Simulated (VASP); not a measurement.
Runs of VASP 6.6.1 on PtCl4. All rows change the cell; the cell of one of them follows. The structure is cubic, space group Pm-3m (No. 221). Conventional cell: a = 4.829 Å, b = 4.829 Å, c = 4.829 Å, α = 90.00°, β = 90.00°, γ = 90.00°. Pt (site symmetry m-3m) has 6 Cl at 2.41 Å as nearest neighbours. Cl (site symmetry m-3m) has 12 Cl at 3.41 Å as nearest neighbours. Around Cl (site symmetry 4/mmm) lie 2 Pt at 2.41 Å. The cell was built by a generator and needn't be a form met in nature.

| task | cell | k mesh | cutoff (eV) | gap on the mesh (eV) | pressure (GPa) | relaxed volume (Å³/atom) |
| --- | --- | --- | --- | --- | --- | --- |
| relaxation of cell and atoms | relaxed from: species swapped into the Mn4N type (Pm-3m, No. 221) | 8 × 8 × 8 | 600 | none | -0.1 | 22.67 |
| relaxation of cell and atoms | relaxed from: species swapped into the Mn4N type (Pm-3m, No. 221) | 4 × 4 × 4 | 600 | none | 0.0 | (a) |
| single point | species swapped into the Mn4N type (Pm-3m, No. 221) | 8 × 8 × 8 | 520 | none | -0.2 | - |
| single point | species swapped into the Mn4N type (Pm-3m, No. 221) | 4 × 4 × 4 | 520 | none | -0.2 | - |

Alike in all rows: level PBE; potentials or basis VASP PAW PBE potentials, release 64 (Pt, Cl); no spin polarisation; smearing gaussian 0.1 eV.

Problem. Fill in the values left out.

Solution. (a) 22.48.

Caveats: the volume moved by over 15 % at a fixed basis, so the end points are rough (some runs).

A k mesh can miss the band edges, and the runs leave out spin-orbit coupling on Pt.

A gap of «none» marks a metal or a gap under the smearing width.
